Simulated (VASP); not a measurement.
Method: LDA (Ceperley-Alder, Perdew-Zunger), VASP's LDA PAW potentials (set 64) (plane waves; VASP 6.6.1).

A VASP calculation is set up with these files.

### INCAR
```
SYSTEM = Nb
PREC = Accurate
ENCUT = 520
EDIFF = 1E-7
NELM = 100
ALGO = Normal
LREAL = .FALSE.
LASPH = .TRUE.
ISMEAR = -5
LMAXMIX = 4
LWAVE = .FALSE.
LCHARG = .TRUE.
LORBIT = 11
NEDOS = 601
ISIF = 2
```

File KPOINTS:
```
Automatic mesh
0
Gamma
18 18 18
0 0 0
```

File POSCAR:
```
Nb
1
   -1.6230898898     1.6230898898     1.6230898898
    1.6230898898    -1.6230898898     1.6230898898
    1.6230898898     1.6230898898    -1.6230898898
Nb
1
Direct
  0.0000000000   0.0000000000   0.0000000000
```

POTCAR, in this order: Nb_sv (LDA.64 set). Program: vasp_std.

What VASP printed:

OSZICAR:
```
       N       E                     dE             d eps       ncg     rms          rms(c)
DAV:   1     0.122111715810E+03    0.12211E+03   -0.75087E+03  3940   0.131E+03
DAV:   2    -0.550338084855E+01   -0.12762E+03   -0.12463E+03  4276   0.471E+02
DAV:   3    -0.113956711602E+02   -0.58923E+01   -0.55986E+01  6104   0.881E+01
DAV:   4    -0.116623341338E+02   -0.26666E+00   -0.26506E+00  5760   0.163E+01
DAV:   5    -0.116733116898E+02   -0.10978E-01   -0.10969E-01  6026   0.268E+00    0.764E+00
DAV:   6    -0.112994952412E+02    0.37382E+00   -0.72629E-01  6096   0.118E+01    0.274E+00
DAV:   7    -0.112537892540E+02    0.45706E-01   -0.20802E-01  6166   0.616E+00    0.870E-01
DAV:   8    -0.112570315868E+02   -0.32423E-02   -0.11836E-02  4626   0.159E+00    0.352E-02
DAV:   9    -0.112570829692E+02   -0.51382E-04   -0.85044E-04  6800   0.363E-01    0.339E-02
DAV:  10    -0.112570915228E+02   -0.85536E-05   -0.18748E-05  4916   0.525E-02    0.190E-02
DAV:  11    -0.112570895256E+02    0.19972E-05   -0.83123E-06  4876   0.596E-02    0.352E-03
DAV:  12    -0.112570894372E+02    0.88391E-07   -0.33592E-07  4628   0.547E-03
   1 F= -.11257089E+02 E0= -.11257089E+02  d E =0.000000E+00
```

OUTCAR:
```
------------------------ aborting loop because EDIFF is reached ----------------------------------------
  FORCE on cell =-STRESS in cart. coord.  units (eV):
  Direction    XX          YY          ZZ          XY          YZ          ZX
  --------------------------------------------------------------------------------------
  Total       -0.0020551     -0.0020551     -0.0020551      0.0000000     -0.0000000      0.0000000
  in kB       -0.1925136     -0.1925136     -0.1925136      0.0000000     -0.0000000      0.0000000
  external PRESSURE =      -0.1925136 kB  Pullay stress =       0.0000000 kB
  volume of cell :       17.10
      direct lattice vectors                 reciprocal lattice vectors
    -1.623089890  1.623089890  1.623089890     0.000000000  0.308054411  0.308054411
     1.623089890 -1.623089890  1.623089890     0.308054411  0.000000000  0.308054411
     1.623089890  1.623089890 -1.623089890     0.308054411  0.308054411  0.000000000
 POSITION                                       TOTAL-FORCE (eV/Angst)
 -----------------------------------------------------------------------------------
      0.00000      0.00000      0.00000         0.000000     -0.000000      0.000000
 -----------------------------------------------------------------------------------
    total drift:                               -0.000000      0.000000      0.000000
  FREE ENERGIE OF THE ION-ELECTRON SYSTEM (eV)
  ---------------------------------------------------
  free  energy   TOTEN  =       -11.2570894372 eV

  energy  without entropy=      -11.2570894372  energy(sigma->0) =      -11.25708944

 total charge

# of ion       s       p       d       tot
------------------------------------------
    1        2.233   6.000   2.597  10.831
```
(Selected blocks of OUTCAR.)

For a metal the tetrahedron method with Blöchl corrections gives inexact stress and forces.

The compound is Nb in the bcc structure. It was relaxed first.
